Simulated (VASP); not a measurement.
Level of theory: PW91 GGA, VASP's PBE PAW potentials (set 64) (plane waves; VASP).

Input for VASP

**POSCAR**
```
ZnS
1
    1.8844441586    -3.2639529842     0.0000000000
    1.8844441586     3.2639529842     0.0000000000
    0.0000000000     0.0000000000     6.1735715658
Zn S
2 2
Direct
  0.6666670000   0.3333330000   0.5001246574
  0.3333330000   0.6666670000   0.0001246574
  0.6666670000   0.3333330000   0.8748753426
  0.3333330000   0.6666670000   0.3748753426
```

### INCAR
```
SYSTEM = ZnS
PREC = Accurate; ENCUT = 520; LREAL = .FALSE.
LASPH = .TRUE.
EDIFF = 1E-7; NELM = 100; ALGO = Normal
LMAXMIX = 4
ISMEAR = 0; SIGMA = 0.05
GGA = 91
IBRION = 2; NSW = 30; ISIF = 4
EDIFFG = -0.01
LWAVE = .FALSE.; LCHARG = .FALSE.
```

### KPOINTS
```
Automatic mesh
0
Gamma
7 7 4
0 0 0
```

POTCAR, in this order: Zn S (PBE.64 set). Program: vasp_std.

What VASP printed:

OUTCAR:
```
 ion  position               nearest neighbor table
   1  0.667  0.333  0.500-   4 2.31   4 2.31   4 2.31   3 2.31
   2  0.333  0.667  0.000-   3 2.31   3 2.31   3 2.31   4 2.31
   3  0.667  0.333  0.875-   2 2.31   2 2.31   2 2.31   1 2.31
   4  0.333  0.667  0.375-   1 2.31   1 2.31   1 2.31   2 2.31
  LATTYP: Found a hexagonal cell.
 ALAT       =     3.7688882804
 C/A-ratio  =     1.6380351729
 Subroutine PRICEL returns:
 Original cell was already a primitive cell.
 Subroutine GETGRP returns: Found 12 space group operations
The static configuration has the point symmetry C_3v.
 The point group associated with its full space group is C_6v.
The dynamic configuration has the point symmetry C_3v.
 Subroutine INISYM returns: Found 12 space group operations
 Subroutine IBZKPT returns following result:
 Found     24 irreducible k-points:

 Following reciprocal coordinates:
            Coordinates               Weight
  0.000000  0.000000  0.000000      1.000000
  0.142857 -0.000000  0.000000      6.000000
  0.285714  0.000000  0.000000      6.000000
  0.428571  0.000000  0.000000      6.000000
  0.142857  0.142857  0.000000      6.000000
  0.285714  0.142857  0.000000     12.000000
  0.428571  0.142857  0.000000      6.000000
  0.285714  0.285714  0.000000      6.000000
  0.000000  0.000000  0.250000      2.000000
  0.142857 -0.000000  0.250000     12.000000
  0.285714  0.000000  0.250000     12.000000
  0.428571  0.000000  0.250000     12.000000
  0.142857  0.142857  0.250000     12.000000
  0.285714  0.142857  0.250000     24.000000
  0.428571  0.142857  0.250000     12.000000
  0.285714  0.285714  0.250000     12.000000
  0.000000  0.000000  0.500000      1.000000
  0.142857 -0.000000  0.500000      6.000000
  0.285714  0.000000  0.500000      6.000000
  0.428571  0.000000  0.500000      6.000000
...
```

### OSZICAR
```
       N       E                     dE             d eps       ncg     rms          rms(c)
DAV:   1     0.238899989049E+03    0.23890E+03   -0.17848E+04  1056   0.201E+03
DAV:   2     0.758511410401E+01   -0.23131E+03   -0.22537E+03  1098   0.383E+02
DAV:   3    -0.140823684862E+02   -0.21667E+02   -0.21576E+02  1266   0.120E+02
DAV:   4    -0.145769963620E+02   -0.49463E+00   -0.49407E+00  1260   0.186E+01
DAV:   5    -0.145863706880E+02   -0.93743E-02   -0.93733E-02  1294   0.248E+00    0.106E+01
DAV:   6    -0.136891607273E+02    0.89721E+00   -0.21289E+00  1634   0.453E+01    0.822E+00
DAV:   7    -0.137279488407E+02   -0.38788E-01   -0.21663E+00  1146   0.851E+00    0.356E+00
DAV:   8    -0.137049268202E+02    0.23022E-01   -0.12002E-01  1434   0.463E+00    0.125E+00
DAV:   9    -0.137054892923E+02   -0.56247E-03   -0.24667E-02  1482   0.260E+00    0.302E-01
DAV:  10    -0.137055969321E+02   -0.10764E-03   -0.12148E-03  1230   0.444E-01    0.183E-01
DAV:  11    -0.137057798028E+02   -0.18287E-03   -0.29652E-04  1212   0.131E-01    0.761E-02
DAV:  12    -0.137057788909E+02    0.91193E-06   -0.42771E-05  1610   0.118E-01    0.150E-02
DAV:  13    -0.137057811891E+02   -0.22982E-05   -0.82518E-06  1218   0.200E-02    0.792E-03
DAV:  14    -0.137057817192E+02   -0.53015E-06   -0.73366E-07  1228   0.838E-03    0.750E-04
DAV:  15    -0.137057817154E+02    0.38599E-08   -0.65861E-08   864   0.227E-03
   1 F= -.13705782E+02 E0= -.13705782E+02  d E =-.137058E+02
       N       E                     dE             d eps       ncg     rms          rms(c)
DAV:   1    -0.137061058865E+02   -0.32417E-03   -0.11883E-02  1074   0.805E-01    0.971E-02
DAV:   2    -0.137059584295E+02    0.14746E-03   -0.40802E-04  1424   0.303E-01    0.566E-02
DAV:   3    -0.137058828240E+02    0.75606E-04   -0.10140E-04  1238   0.125E-01    0.161E-02
DAV:   4    -0.137058817293E+02    0.10947E-05   -0.35067E-05  1194   0.499E-02    0.827E-03
DAV:   5    -0.137058817399E+02   -0.10645E-07   -0.28077E-06  1248   0.178E-02    0.476E-03
DAV:   6    -0.137058817208E+02    0.19089E-07   -0.32502E-07  1114   0.850E-03
   2 F= -.13705882E+02 E0= -.13705882E+02  d E =-.100005E-03
       N       E                     dE             d eps       ncg     rms          rms(c)
DAV:   1    -0.137067964851E+02   -0.91475E-03   -0.44441E-02  1062   0.156E+00    0.188E-01
DAV:   2    -0.137062439448E+02    0.55254E-03   -0.15335E-03  1412   0.585E-01    0.110E-01
DAV:   3    -0.137059621543E+02    0.28179E-03   -0.37925E-04  1208   0.242E-01    0.314E-02
DAV:   4    -0.137059579875E+02    0.41668E-05   -0.13139E-04  1194   0.968E-02    0.160E-02
DAV:   5    -0.137059580653E+02   -0.77753E-07   -0.10619E-05  1206   0.346E-02    0.928E-03
DAV:   6    -0.137059579872E+02    0.78014E-07   -0.12814E-06  1390   0.164E-02    0.112E-03
DAV:   7    -0.137059580034E+02   -0.16184E-07   -0.24900E-07   794   0.512E-03
   3 F= -.13705958E+02 E0= -.13705958E+02  d E =-.176288E-03
       N       E                     dE             d eps       ncg     rms          rms(c)
DAV:   1    -0.137059208562E+02    0.37131E-04   -0.31077E-02  1074   0.124E+00    0.700E-02
DAV:   2    -0.137059876753E+02   -0.66819E-04   -0.70083E-04  1244   0.197E-01    0.213E-02
DAV:   3    -0.137059855111E+02    0.21642E-05   -0.92675E-06  1230   0.246E-02    0.160E-02
DAV:   4    -0.137059843889E+02    0.11222E-05   -0.71667E-06  1190   0.173E-02    0.428E-03
DAV:   5    -0.137059845006E+02   -0.11174E-06   -0.17653E-06  1122   0.106E-02    0.348E-03
DAV:   6    -0.137059845060E+02   -0.53642E-08   -0.10401E-07   626   0.338E-03
   4 F= -.13705985E+02 E0= -.13705985E+02  d E =-.265026E-04
```

File OUTCAR:
```
------------------------ aborting loop because EDIFF is reached ----------------------------------------
  FORCE on cell =-STRESS in cart. coord.  units (eV):
  Direction    XX          YY          ZZ          XY          YZ          ZX
  --------------------------------------------------------------------------------------
  Total        2.3290241      2.3290240      2.3543892      0.0000000      0.0000000      0.0000000
  in kB       49.1349948     49.1349931     49.6701183      0.0000000      0.0000000      0.0000000
  external PRESSURE =      49.3133687 kB  Pullay stress =       0.0000000 kB
  volume of cell :       75.94
      direct lattice vectors                 reciprocal lattice vectors
     1.882350370 -3.260326422  0.000000000     0.265625363 -0.153358877  0.000000000
     1.882350370  3.260326422 -0.000000000     0.265625363  0.153358877  0.000000000
     0.000000000  0.000000000  6.187313289     0.000000000  0.000000000  0.161621039
  FREE ENERGIE OF THE ION-ELECTRON SYSTEM (eV)
  ---------------------------------------------------
  free  energy   TOTEN  =       -13.7059845060 eV

  energy  without entropy=      -13.7059845060  energy(sigma->0) =      -13.70598451

 reached required accuracy - stopping structural energy minimisation
```
(Selected blocks of OUTCAR.)

**CONTCAR**
```
ZnS
   1.00000000000000
     1.8823503695348132   -3.2603264224653126    0.0000000000000000
     1.8823503695348132    3.2603264224653126   -0.0000000000000000
     0.0000000000000000    0.0000000000000000    6.1873132885522182
  Zn              S
     2     2
Direct
     0.6666669999999968    0.3333330000000032    0.5007352070383000
     0.3333330000000032    0.6666669999999968    0.0007352070383000
     0.6666669999999968    0.3333330000000032    0.8742647929617000
     0.3333330000000032    0.6666669999999968    0.3742647929617000
```

File OUTCAR:
```
 val. band max:        2.4357774771   @ k =   0.0000   0.0000   0.0000

 cond. band min:       4.7769331361   @ k =   0.0000   0.0000   0.0000


 Fermi energy:         2.6870579900

 k-point     1 :       0.0000    0.0000    0.0000
  band No.  band energies     occupation
      1     -10.9899      2.00000
      2      -9.9894      2.00000
      3      -4.1153      2.00000
      4      -4.0944      2.00000
      5      -4.0944      2.00000
      6      -4.0057      2.00000
      7      -4.0057      2.00000
      8      -3.6201      2.00000
      9      -3.6201      2.00000
     10      -3.5360      2.00000
     11      -3.5360      2.00000
     12      -3.3860      2.00000
     13      -3.1396      2.00000
     14       1.4930      2.00000
     15       1.4931      2.00000
     16       2.3364      2.00000
     17       2.4358      2.00000
     18       2.4358      2.00000
     19       4.7769      0.00000
     20       5.6123      0.00000
     21       8.7265      0.00000
     22       8.7265      0.00000

 k-point     2 :       0.1429   -0.0000    0.0000
  band No.  band energies     occupation
      1     -10.8452      2.00000
      2      -9.9090      2.00000
      3      -4.1101      2.00000
      4      -4.0831      2.00000
      5      -4.0668      2.00000
      6      -3.9901      2.00000
      7      -3.9644      2.00000
      8      -3.6403      2.00000
      9      -3.6202      2.00000
     10      -3.6126      2.00000
     11      -3.5293      2.00000
     12      -3.3206      2.00000
     13      -2.9374      2.00000
     14       0.4914      2.00000
     15       1.1723      2.00000
     16       1.3631      2.00000
     17       2.1471      2.00000
     18       2.2576      2.00000
     19       5.7050      0.00000
     20       6.4328      0.00000
     21       8.2538      0.00000
     22       9.1007      0.00000

 k-point     3 :       0.2857    0.0000    0.0000
  band No.  band energies     occupation
      1     -10.4711      2.00000
...
```

The compound is ZnS in the wurtzite structure, the high-temperature form. This cell is one point of a volume scan, at 0.94 of the reference volume. Symmetry was kept, so distortions that lower it aren't found.
